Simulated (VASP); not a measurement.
```
CELL_PARAMETERS angstrom
      0.00000     2.86041     2.86041
      2.86041     0.00000     2.86041
      2.86041     2.86041     0.00000
ATOMIC_POSITIONS crystal
  Ga 0.00000 0.00000 0.00000
  As 0.25000 0.25000 0.25000
```

Calculation: SCAN meta-GGA, VASP's PBE PAW potentials (set 64) (plane waves; VASP). Run with 520 eV cut-off, 8×8×8 Γ-centred mesh, Gaussian smearing of 0.050 eV, potentials Ga_d As.

Question: Estimate the energy per atom (σ→0), pressure, band gap (on the k-mesh) with the smallest direct gap where there is one.

Answer: 
| Property | Value |
|---|---|
| band gap (on the k-mesh) | 0.45 eV |
| smallest direct gap (on the k-mesh) | 0.45 eV |
| energy per atom (σ→0) | -1798.6 kJ/mol of atoms |
| pressure | -20.6 kbar |

The compound is GaAs in the zinc blende structure. This cell is one point of a volume scan, at 1.03 of the reference volume.
